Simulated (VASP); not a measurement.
Output of a VASP run:

OSZICAR:
```
...
DAV:   8    -0.887317864882E+01    0.34758E-02   -0.88972E-03  6526   0.796E-01    0.142E+00
DAV:   9    -0.886421388673E+01    0.89648E-02   -0.11841E-02  6547   0.926E-01    0.542E-01
DAV:  10    -0.886518142600E+01   -0.96754E-03   -0.28891E-04  6487   0.197E-01    0.371E-01
DAV:  11    -0.886562149926E+01   -0.44007E-03   -0.22624E-03  6356   0.501E-01    0.916E-02
DAV:  12    -0.886570445532E+01   -0.82956E-04   -0.78852E-05  6510   0.101E-01    0.234E-02
DAV:  13    -0.886571234305E+01   -0.78877E-05   -0.45943E-06  4479   0.199E-02    0.104E-02
DAV:  14    -0.886570818454E+01    0.41585E-05   -0.68151E-07  2666   0.133E-02    0.303E-03
DAV:  15    -0.886570845702E+01   -0.27248E-06   -0.84350E-08  2630   0.388E-03
   1 F= -.88657085E+01 E0= -.88658729E+01  d E =-.886571E+01  mag=     2.2752
       N       E                     dE             d eps       ncg     rms          rms(c)
DAV:   1    -0.110230639016E+02   -0.21574E+01   -0.48511E+01  5439   0.116E+02    0.154E+01
DAV:   2    -0.895785563141E+01    0.20652E+01   -0.14474E+01  5509   0.637E+01    0.100E+01
DAV:   3    -0.890611081556E+01    0.51745E-01   -0.31945E-01  5550   0.925E+00    0.479E+00
DAV:   4    -0.888282811274E+01    0.23283E-01   -0.86568E-03  5489   0.102E+00    0.104E+00
DAV:   5    -0.886455444647E+01    0.18274E-01   -0.25197E-02  5808   0.138E+00    0.188E-01
DAV:   6    -0.886466880757E+01   -0.11436E-03   -0.15853E-03  5611   0.556E-01    0.898E-02
DAV:   7    -0.886467720269E+01   -0.83951E-05   -0.40936E-05  5372   0.941E-02    0.429E-02
DAV:   8    -0.886468726766E+01   -0.10065E-04   -0.14922E-05  5402   0.595E-02    0.158E-02
DAV:   9    -0.886468439175E+01    0.28759E-05   -0.14111E-06  2734   0.122E-02    0.437E-03
DAV:  10    -0.886468390354E+01    0.48821E-06   -0.27077E-07  2614   0.559E-03
   2 F= -.88646839E+01 E0= -.88646411E+01  d E =0.102455E-02  mag=     1.9419
       N       E                     dE             d eps       ncg     rms          rms(c)
DAV:   1    -0.946563092381E+01   -0.60095E+00   -0.12779E+01  5401   0.660E+01    0.703E+00
DAV:   2    -0.897833603875E+01    0.48729E+00   -0.55042E+00  5474   0.343E+01    0.602E+00
DAV:   3    -0.893070158080E+01    0.47634E-01   -0.30865E-01  5585   0.901E+00    0.242E+00
DAV:   4    -0.892495816243E+01    0.57434E-02   -0.35192E-03  5586   0.962E-01    0.664E-01
DAV:   5    -0.891988024131E+01    0.50779E-02   -0.67250E-03  5419   0.835E-01    0.860E-02
DAV:   6    -0.891991943705E+01   -0.39196E-04   -0.14413E-04  5431   0.152E-01    0.474E-02
DAV:   7    -0.891991745043E+01    0.19866E-05   -0.81014E-06  5301   0.346E-02    0.247E-02
DAV:   8    -0.891992179115E+01   -0.43407E-05   -0.49345E-06  5348   0.290E-02    0.375E-03
DAV:   9    -0.891992163294E+01    0.15821E-06   -0.18385E-07  2630   0.450E-03
   3 F= -.89199216E+01 E0= -.89198243E+01  d E =-.542132E-01  mag=     2.0927
       N       E                     dE             d eps       ncg     rms          rms(c)
DAV:   1    -0.892040246422E+01   -0.48067E-03   -0.98484E-03  5427   0.177E+00    0.196E-01
DAV:   2    -0.892001143323E+01    0.39103E-03   -0.40116E-03  5487   0.960E-01    0.161E-01
DAV:   3    -0.891998368665E+01    0.27747E-04   -0.18317E-04  5558   0.218E-01    0.660E-02
DAV:   4    -0.891997984097E+01    0.38457E-05   -0.25402E-06  4734   0.254E-02    0.141E-02
DAV:   5    -0.891997697178E+01    0.28692E-05   -0.49331E-06  5301   0.217E-02    0.213E-03
DAV:   6    -0.891997675097E+01    0.22081E-06   -0.91269E-08  2616   0.314E-03
   4 F= -.89199768E+01 E0= -.89198721E+01  d E =-.542683E-01  mag=     2.0895
```

**OUTCAR**
```
------------------------ aborting loop because EDIFF is reached ----------------------------------------
  FORCE on cell =-STRESS in cart. coord.  units (eV):
  Direction    XX          YY          ZZ          XY          YZ          ZX
  --------------------------------------------------------------------------------------
  Total       -0.0049910     -0.0049910     -0.0049910     -0.0000000      0.0000000     -0.0000000
  in kB       -0.7411835     -0.7411835     -0.7411835     -0.0000000      0.0000000     -0.0000000
  external PRESSURE =      -0.7411835 kB  Pullay stress =       0.0000000 kB
  volume of cell :       10.79
      direct lattice vectors                 reciprocal lattice vectors
    -1.391992323  1.391992323  1.391992323     0.000000000  0.359197383  0.359197383
     1.391992323 -1.391992323  1.391992323     0.359197383  0.000000000  0.359197383
     1.391992323  1.391992323 -1.391992323     0.359197383  0.359197383  0.000000000
 POSITION                                       TOTAL-FORCE (eV/Angst)
 -----------------------------------------------------------------------------------
      1.39199      1.39199     -1.39199         0.000000      0.000000     -0.000000
 -----------------------------------------------------------------------------------
    total drift:                                0.000000      0.000000     -0.000000
  FREE ENERGIE OF THE ION-ELECTRON SYSTEM (eV)
  ---------------------------------------------------
  free  energy   TOTEN  =        -8.9199767510 eV

  energy  without entropy=       -8.9196629054  energy(sigma->0) =       -8.91987214

 total charge

# of ion       s       p       d       tot
------------------------------------------
    1        0.513   0.592   6.281   7.386

 magnetization (x)

# of ion       s       p       d       tot
------------------------------------------
    1       -0.012  -0.047   2.129   2.070

 reached required accuracy - stopping structural energy minimisation
```
(Selected blocks of OUTCAR.)

**POSCAR**
```
Fe
1
   -1.4350000000     1.4350000000     1.4350000000
    1.4350000000    -1.4350000000     1.4350000000
    1.4350000000     1.4350000000    -1.4350000000
Fe
1
Direct
  0.0000000000   0.0000000000   0.0000000000
```

**Question.** Write an INCAR and KPOINTS that could have produced this output.

**Answer.** Several could match; the one computed here: the input of the run itself, PBEsol GGA, plane waves, VASP's PBE PAW potentials (set 64).

**INCAR**
```
SYSTEM = Fe
PREC = Accurate
ENCUT = 400
EDIFF = 1E-6
NELM = 100
ALGO = Normal
LREAL = .FALSE.
LASPH = .TRUE.
ISMEAR = 1
SIGMA = 0.1
GGA = PS
LMAXMIX = 4
ISPIN = 2
MAGMOM = 2.5
LORBIT = 10
LWAVE = .FALSE.
LCHARG = .FALSE.
IBRION = 2
ISIF = 3
NSW = 60
EDIFFG = -0.01
```

File KPOINTS:
```
Automatic mesh
0
Gamma
16 16 16
0 0 0
```

POTCAR, in this order: Fe (PBE.64 set). Program: vasp_std.

Energy and stress use the plane-wave basis of the starting cell.

The compound is Fe in the bcc structure. This run relaxes it. Symmetry was kept, so distortions that lower it aren't found.
